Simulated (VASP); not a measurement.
Input of a VASP 6.6.1 run:

File INCAR:

```
PREC = Accurate
ENCUT = 600
EDIFF = 1E-7
ISMEAR = -1
SIGMA = 0.05
LREAL = False
LASPH = True
NELM = 100
ALGO = Fast
ISIF = 3
LWAVE = False
LCHARG = False
GGA = CA
IBRION = 2
NSW = 100
EDIFFG = -0.005
```

The input KPOINTS:

```
regular mesh
0
Gamma
  13 13 13
```

POSCAR

```
Li
1.0
    0.0000000000      2.2020000000      2.2020000000
    2.2020000000      0.0000000000      2.2020000000
    2.2020000000      2.2020000000      0.0000000000
Li
1
Direct
    0.0000000000      0.0000000000      0.0000000000
```

Potentials or basis: VASP PAW LDA potentials, release 64 (Li_sv).

Run with:

```console
$ cat potpaw_LDA.64/Li_sv/POTCAR > POTCAR
$ mpirun -np 1 vasp_std > vasp.out
```

Task: What does it give for the space group after relaxing (to 0.05 Å)?

Result: Fm-3m (No. 225).

Task: Estimate the relaxed volume.

Result: 18.71 Å³/atom.

Task: What does it give for the relaxed cell?

Result: a = 2.980 Å, b = 2.980 Å, c = 2.980 Å, α = 60.00°, β = 60.00°, γ = 60.00°.

Step by step:
```tsv
step	energy change (eV)	largest force (eV/Å)	pressure (GPa)	volume (Å³)
1	0.0000	0.0000	-1.56	21.35
2	-0.0057	0.0000	-1.28	20.72
3	-0.0132	0.0000	-0.54	19.43
4	-0.0062	0.0000	1.69	17.02
5	-0.0144	0.0000	-0.05	18.77
6	-0.0144	0.0000	-0.01	18.71
```

Caveat: the cutoff is under 1.25 times the usual one of these potentials, so pressure, stress and relaxed cells hold a basis-set (Pulay) error. Zero-point motion and thermal expansion aren't in these numbers.
